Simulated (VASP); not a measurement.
**SiO2 (Stishovite) with LDA: from relaxation to properties**

What structure does SiO2 (Stishovite) take at this level, and what are its properties? The steps: relaxing cell and atoms (LDA), density, ELF and potential (LDA), band structure (LDA), density of states (LDA), optical spectrum (LDA) and electric field gradients (LDA). The start is a cell from a database of measured crystal structures.

Main program and level: VASP 6.6.1; LDA; plane waves and PAW (Si, O).

**1. The structure**

Before any relaxation, the start is as follows. It takes space group P4_2/mnm (No. 136, tetragonal). Conventional cell: a = 4.177 Å, b = 4.177 Å, c = 2.665 Å, α = 90.00°, β = 90.00°, γ = 90.00°. Si has 6 O at 1.76 to 1.81 Å nearest. Nearest to O lie 3 Si at 1.76 to 1.81 Å. Farther neighbours and most contacts between anions are not listed.

**2. Relaxing cell and atoms (LDA)**

Properties are meant for the cell that this level of theory prefers, so cell and atoms are relaxed first (ISIF = 3) until forces and stress are small; EDIFFG sets the threshold. LDA, the lowest rung, knows the local density alone.

INCAR

```
SYSTEM = SiO2
PREC = Accurate
ENCUT = 520
EDIFF = 1E-06
NELM = 100
ISMEAR = 0
SIGMA = 0.05
LREAL = .FALSE.
ALGO = Normal
GGA = CA
NBANDS = 22
LORBIT = 11
LWAVE = .FALSE.
LCHARG = .FALSE.
KPAR = 4
IBRION = 2
NSW = 60
ISIF = 3
EDIFFG = -0.01
```

POSCAR

```
SiO2
1.0
    4.1773000000      0.0000000000      0.0000000000
    0.0000000000      4.1773000000      0.0000000000
    0.0000000000      0.0000000000      2.6652000000
Si O
2 4
Direct
    0.0000000000      0.0000000000      0.0000000000
    0.5000000000      0.5000000000      0.5000000000
    0.3059000000      0.3059000000      0.0000000000
    0.1941000000      0.8059000000      0.5000000000
    0.6941000000      0.6941000000      0.0000000000
    0.8059000000      0.1941000000      0.5000000000
```

KPOINTS

```
Automatic mesh
0
Gamma
5 5 7
0 0 0
```

The projector-augmented-wave data sets are Si and O (LDA family, release 64).

Command:

```
mpirun -np 4 vasp_std
```

The log of the run:

```text
[banner, memory and clock lines left out]
running    4 mpi-ranks, on    1 nodes
 distrk:  each k-point on    1 cores,    4 groups
 distr:  one band on    1 cores,    1 groups

 POSCAR found type information on POSCAR SiO
 POSCAR found :  2 types and       6 ions
 LDA part: xc-table for (Slater(with rela. corr.)+CA(PZ))
 , standard interpolation
 POSCAR, INCAR and KPOINTS ok, starting setup
 FFT: planning ... GRIDC
 FFT: planning ... GRID_SOFT
 FFT: planning ... GRID
 WAVECAR not read
 entering main loop
       N       E                     dE             d eps       ncg     rms          rms(c)
DAV:   1     0.144620299123E+03    0.14462E+03   -0.17937E+04  1056   0.140E+03
DAV:   2    -0.496023882552E+02   -0.19422E+03   -0.18617E+03  1302   0.304E+02
DAV:   3    -0.568066664707E+02   -0.72043E+01   -0.71801E+01  1344   0.602E+01
DAV:   4    -0.568607302827E+02   -0.54064E-01   -0.54044E-01  1302   0.601E+00
DAV:   5    -0.568612780630E+02   -0.54778E-03   -0.54774E-03  1332   0.566E-01    0.179E+01
DAV:   6    -0.520612550645E+02    0.48000E+01   -0.16966E+01  1266   0.278E+01    0.851E+00
DAV:   7    -0.520020966357E+02    0.59158E-01   -0.55160E-01  1260   0.485E+00    0.302E+00
DAV:   8    -0.519722531367E+02    0.29843E-01   -0.19389E-02  1272   0.133E+00    0.107E+00
DAV:   9    -0.519669829604E+02    0.52702E-02   -0.46486E-03  1248   0.629E-01    0.224E-01
DAV:  10    -0.519669984415E+02   -0.15481E-04   -0.24109E-04  1284   0.132E-01    0.578E-02
DAV:  11    -0.519669896619E+02    0.87796E-05   -0.31053E-05  1296   0.437E-02    0.180E-02
DAV:  12    -0.519669889632E+02    0.69868E-06   -0.43393E-06  1230   0.154E-02
   1 F= -.51966989E+02 E0= -.51966989E+02  d E =-.519670E+02
 curvature:   0.00 expect dE= 0.000E+00 dE for cont linesearch  0.000E+00
 trial: gam= 0.00000 g(F)=  0.179E-05 g(S)=  0.148E-01 ort = 0.000E+00 (trialstep = 0.100E+01)
 search vector abs. value=  0.148E-01
 bond charge predicted
       N       E                     dE             d eps       ncg     rms          rms(c)
DAV:   1    -0.520166167942E+02   -0.49627E-01   -0.12666E+00  1278   0.948E+00    0.181E+00
DAV:   2    -0.519690193655E+02    0.47597E-01   -0.15677E-01  1242   0.294E+00    0.391E-01
DAV:   3    -0.519670313180E+02    0.19880E-02   -0.81595E-03  1272   0.628E-01    0.174E-01
DAV:   4    -0.519664249716E+02    0.60635E-03   -0.65009E-04  1242   0.191E-01    0.581E-02
DAV:   5    -0.519663690986E+02    0.55873E-04   -0.97596E-05  1326   0.714E-02    0.195E-02
DAV:   6    -0.519663692555E+02   -0.15692E-06   -0.23736E-06  1002   0.121E-02
   2 F= -.51966369E+02 E0= -.51966369E+02  d E =0.619708E-03
[...]
3 F= -.51970588E+02 E0= -.51970588E+02  d E =-.359891E-02
 curvature:  -0.24 expect dE=-0.457E-03 dE for cont linesearch -0.517E-09
 trial: gam= 0.12787 g(F)=  0.905E-03 g(S)=  0.999E-03 ort = 0.566E-05 (trialstep = 0.896E+00)
 search vector abs. value=  0.215E-02
 bond charge predicted
       N       E                     dE             d eps       ncg     rms          rms(c)
DAV:   1    -0.519720867008E+02   -0.14989E-02   -0.29308E-01  1122   0.427E+00    0.247E-01
DAV:   2    -0.519719285487E+02    0.15815E-03   -0.87885E-03  1320   0.692E-01    0.127E-01
DAV:   3    -0.519714704854E+02    0.45806E-03   -0.46269E-04  1290   0.197E-01    0.364E-02
DAV:   4    -0.519714455318E+02    0.24954E-04   -0.15399E-04  1320   0.933E-02    0.963E-03
DAV:   5    -0.519714446151E+02    0.91671E-06   -0.98517E-06  1212   0.258E-02
   4 F= -.51971445E+02 E0= -.51971445E+02  d E =-.856739E-03
 trial-energy change:   -0.000857  1 .order   -0.000862   -0.001706   -0.000018
 step:   0.9058(harm=  0.9056)  dis= 0.00210  next Energy=   -51.971445 (dE=-0.857E-03)
 reached required accuracy - stopping structural energy minimisation
```

Wall time 10 s (4 MPI ranks of Intel Xeon Platinum 8259CL at 2.50GHz (Skylake/Cascade Lake), shared host); peak memory 0.58 GiB.

Lines that name or quote the potential files are left out of all logs, and their timing lines are given in words.

From OUTCAR (step 2):

```text
ion  position               nearest neighbor table
   1  0.000  0.000  0.000-   4 1.76   6 1.76   4 1.76   6 1.76   5 1.81   3 1.81
   2  0.500  0.500  0.500-   3 1.76   5 1.76   3 1.76   5 1.76   4 1.81   6 1.81
   3  0.306  0.306  0.000-   2 1.76   2 1.76   1 1.81
   4  0.194  0.806  0.500-   1 1.76   1 1.76   2 1.81
   5  0.694  0.694  0.000-   2 1.76   2 1.76   1 1.81
   6  0.806  0.194  0.500-   1 1.76   1 1.76   2 1.81

  LATTYP: Found a simple tetragonal cell.
 ALAT       =     4.1773000000
 C/A-ratio  =     0.6380197735

 Subroutine GETGRP returns: Found 16 space group operations
 (whereof  8 operations were pure point group operations)

The static configuration has the point symmetry D_2h.
 The point group associated with its full space group is D_4h.

 Found     24 irreducible k-points:

   k-points           NKPTS =     24   k-points in BZ     NKDIM =     24   number of bands    NBANDS=     22

   dimension x,y,z NGX =    32 NGY =   32 NGZ =   20
   dimension x,y,z NGXF=    64 NGYF=   64 NGZF=   40

   ENCUT  =  520.0 eV  38.22 Ry    6.18 a.u.   7.77  7.77  4.96*2*pi/ulx,y,z

   NELECT =      32.0000    total number of electrons

 k-points in reciprocal lattice and weights: Automatic mesh
   0.00000000  0.00000000  0.00000000       0.006
   0.20000000  0.00000000  0.00000000       0.023
   0.40000000  0.00000000  0.00000000       0.023
   0.20000000  0.20000000  0.00000000       0.023
   0.40000000  0.20000000  0.00000000       0.046
   0.40000000  0.40000000  0.00000000       0.023
   0.00000000  0.00000000  0.14285714       0.011
   0.20000000  0.00000000  0.14285714       0.046
   0.40000000  0.00000000  0.14285714       0.046
[...]
0.40000000  0.20000000  0.42857143       0.091
   0.40000000  0.40000000  0.42857143       0.046

 average (electrostatic) potential at core
       1 -82.6045       2 -82.6045       3 -67.6471       4 -67.6471       5 -67.6471
       6 -67.6471

 E-fermi :   8.4928

 k-point     1 :       0.0000    0.0000    0.0000
  band No.  band energies     occupation
    ...
     12       5.0281      2.00000
     13       5.7018      2.00000
     14       7.3560      2.00000
     15       7.3560      2.00000
     16       8.2627      2.00000
     17      14.0187      0.00000
     18      14.6684      0.00000
     19      16.5795      0.00000
     20      16.5795      0.00000
     21      18.9831      0.00000
    ...

 k-point     2 :       0.2000    0.0000    0.0000
  band No.  band energies     occupation
    ...
     12       5.1223      2.00000
     13       5.7421      2.00000
     14       6.5369      2.00000
     15       7.2881      2.00000
     16       7.9480      2.00000
     17      14.5945      0.00000
     18      15.0345      0.00000
     19      16.6793      0.00000
     20      16.7118      0.00000
     21      19.5642      0.00000
    ...

 k-point     3 :       0.4000    0.0000    0.0000
  band No.  band energies     occupation
    ...
     12       4.8940      2.00000
     13       5.3625      2.00000
     14       5.6247      2.00000
     15       7.1619      2.00000
     16       7.3309      2.00000
     17      15.6503      0.00000
     18      15.8458      0.00000
     19      16.9706      0.00000
     20      17.1585      0.00000
     21      19.1791      0.00000
    ...

  Total       -0.0124405     -0.0124405      0.0345165     -0.0000000      0.0000000      0.0000000
  in kB       -0.4326204     -0.4326204      1.2003119     -0.0000000      0.0000000      0.0000000
  external PRESSURE =       0.1116903 kB  Pullay stress =       0.0000000 kB

  energy-cutoff  :      520.00
  volume of cell :       46.07
      direct lattice vectors                 reciprocal lattice vectors
     4.156698066  0.000000000  0.000000000     0.240575568  0.000000000  0.000000000
     0.000000000  4.156698066  0.000000000     0.000000000  0.240575568  0.000000000
     0.000000000  0.000000000  2.666528025     0.000000000  0.000000000  0.375019498

 POSITION                                       TOTAL-FORCE (eV/Angst)
 -----------------------------------------------------------------------------------
      0.00000      4.15670      0.00000         0.000000      0.000000      0.000000
      2.07835      2.07835      1.33326         0.000000      0.000000      0.000000
      1.26951      1.26951      0.00000         0.005236      0.005236      0.000000
      0.80884      3.34785      1.33326        -0.005236      0.005236      0.000000
      2.88719      2.88719      2.66653        -0.005236     -0.005236      0.000000
      3.34785      0.80884      1.33326         0.005236     -0.005236      0.000000
 -----------------------------------------------------------------------------------
    total drift:                                0.000000     -0.000000      0.000000

  FREE ENERGIE OF THE ION-ELECTRON SYSTEM (eV)
  ---------------------------------------------------
  free  energy   TOTEN  =       -51.9714446151 eV

  energy  without entropy=      -51.9714446151  energy(sigma->0) =      -51.97144462

 reached required accuracy - stopping structural energy minimisation

 total charge
# of ion       s       p       d       tot
------------------------------------------
    1        0.595   0.900   0.000   1.495
    2        0.595   0.900   0.000   1.495
    3        1.539   3.682   0.000   5.220
    4        1.539   3.682   0.000   5.220
    5        1.539   3.682   0.000   5.220
    6        1.539   3.682   0.000   5.220
--------------------------------------------------
tot          7.345  16.526   0.000  23.871

[... 3 further parts left out ...]
```

The gap is read on the k-mesh alone, so it is an upper bound where the band edges lie off the mesh. The run keeps the 16 symmetry operations of its start, so it cannot find a distortion of lower symmetry.

The steps of the relaxation:

```
step  energy less that of the first step (eV)  largest force (eV/Å)  pressure (GPa)  volume (Å³)
   1                                   0.0000                0.0030           -2.57        46.51
   2                                   0.0006                0.1463            3.28        45.68
   3                                  -0.0036                0.0685            0.21        46.11
   4                                  -0.0045                0.0074            0.01        46.07
```

```
conventional cell, symmetrised  before  after  change
                         a (Å)   4.177  4.157  -0.5 %
                         b (Å)   4.177  4.157  -0.5 %
                         c (Å)   2.665  2.667  +0.0 %
              volume (Å³/atom)    7.75   7.68  -0.9 %
```

The relaxed structure:

```xyz
6
Lattice="4.1567 0.0000 0.0000 0.0000 4.1567 0.0000 0.0000 0.0000 2.6665" Properties=species:S:1:pos:R:3 pbc="T T T"
Si    0.0000    0.0000    0.0000
Si    2.0783    2.0783    1.3333
O     1.2695    1.2695    0.0000
O     0.8088    3.3479    1.3333
O     2.8872    2.8872    0.0000
O     3.3479    0.8088    1.3333
```

A gap read on the k-mesh alone can miss the band edges.

This step gave:

| Item | Value |
| --- | --- |
| electrons | 32 |
| bands | 22 |
| irreducible k-points | 24 |
| symmetry operations | 16 |
| free energy (TOTEN) | -51.9714 eV |
| Fermi energy | 8.493 eV |
| pressure | 0.01117 GPa |
| metallic | no |
| valence top at k | 0, 0, 0 |
| conduction bottom at k | 0, 0, 0 |
| least direct gap at k | 0, 0, 0 |
| SCF cycles over all ionic steps | 29 |
| gap on the k-mesh | 5.756 eV |
| least direct gap on the k-mesh | 5.756 eV |

It ends with a largest force of 0.007 eV/Å and a pressure of 0.01 GPa. The volume lies -0.9 % from that of the database's start, which holds the thermal and zero-point expansion of its experiment.

(Continued in part 2 of 4.)

[Lines on the potential files, build, host, timing and source positions are cut from VASP's logs without a mark.]

[Logs are printed without paths, hosts, clocks, repeated set-up lines and the standing remarks that a program may print on its own settings, such as how far it seeks lower states.]

[Hosts, paths, dates, database ids (printed as entryN), source tags and the programs' standing remarks are cut or masked in the printed files.]

[A measured line is paired with the nearest computed mode of its activity, which favours agreement.]
